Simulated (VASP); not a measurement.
Here is the system:

```yaml
crystal:
  lattice:
    - [4.87181, 0.00000, 0.00000]
    - [0.00000, 4.87181, 0.00000]
    - [0.00000, 0.00000, 4.87181]
  atoms:
    - { symbol: Ag, position: [0.75000, 0.25000, 0.75000] }
    - { symbol: Ag, position: [0.25000, 0.75000, 0.75000] }
    - { symbol: Ag, position: [0.75000, 0.75000, 0.25000] }
    - { symbol: Ag, position: [0.25000, 0.25000, 0.25000] }
    - { symbol: O, position: [0.00000, 0.00000, 0.00000] }
    - { symbol: O, position: [0.50000, 0.50000, 0.50000] }
```

All values below come from revPBE GGA, VASP's PBE PAW potentials (set 64) (plane waves; VASP 6.6.1). Settings: 520 eV cut-off, 6×6×6 Γ-centred mesh, first-order Methfessel-Paxton smearing of 0.10 eV, potentials Ag O.

Q: What does the run give for the energy per atom (σ→0), band gap (on the k-mesh) with the smallest direct gap where there is one?

A: 
The band gap (on the k-mesh) is none (metal, semimetal or under 0.01 eV) and the energy per atom (σ→0) is -3.222 eV/atom.

The absolute energy has meaning only against runs of the same code, potentials and settings.

The compound is Ag2O in the cuprite structure. It was relaxed first, which changed the volume by +9 %.
